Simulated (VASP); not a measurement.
Here is the system:

```xyz
4
Lattice="4.0356 0.0000 0.0000 0.0000 4.0356 0.0000 0.0000 0.0000 4.0356" Properties=species:S:1:pos:R:3 pbc="T T T"
Sc     0.0000     0.0000     0.0000
Al     0.0000     2.0178     2.0178
Al     2.0178     0.0000     2.0178
Al     2.0178     2.0178     0.0000
```

Method: PBE GGA, VASP's PBE PAW potentials (set 64) (plane waves; VASP 6.6.1). Numerical set-up: 480 eV cut-off, 8×8×8 Γ-centred mesh, first-order Methfessel-Paxton smearing of 0.10 eV, potentials Sc_sv Al.

Problem. What does the run give for the energy per atom (σ→0), pressure, band gap (on the k-mesh) with the smallest direct gap where there is one?

Solution. 
The band gap (on the k-mesh) is none (metal, semimetal or under 0.01 eV) and the energy per atom (σ→0) is -4811 meV/atom. The pressure comes out as 5.00 GPa.

The compound is Al3Sc in the L1_2 structure. It was relaxed first under an external pressure of 5 GPa.
